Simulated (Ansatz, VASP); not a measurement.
## GaBPN in VASP and in Ansatz

```
Ga B P N
1.0
     3.04818    0.00000    0.00000
     0.00000    3.04818    0.00000
     0.00000    0.00000    4.87065
Ga B P N
1 1 1 1
Cartesian
  1.5241 1.5241 2.4353
  0.0000 0.0000 2.4353
  1.5241 1.5241 0.0000
  0.0000 0.0000 0.0000
```

Change from the starting cell: species swapped into the KNaICl type (P4/mmm, No. 123).

Alike in both runs: functional PBE; k mesh 6 × 6 × 4; occupations gaussian, width 0.1 eV; no spin polarisation.

Ansatz relaxed the structure, and its values are those at the end. VASP's run is a single point on that final structure, the one shown.

|  | VASP | Ansatz |
| --- | --- | --- |
| version | VASP 6.6.1 | Ansatz 0.2.0 |
| potentials or method | VASP PAW PBE potentials, release 64 (Ga_d, B, P, N) | scalar-relativistic, plane waves, PAW |
| plane-wave cutoff (eV) | 520 | 420 |
| valence electrons in the cell | 26 | 26 |

|  | VASP | Ansatz | Ansatz less VASP |
| --- | --- | --- | --- |
| gap on the k mesh at the Fermi level (eV) | none | none | - |
| pressure (GPa) | -0.2 | -0.2 | +0.02 |

A gap of «none» marks a metal or a gap that the smearing closes. The functional is the same, so the differences come from potentials, cutoffs and numerics.
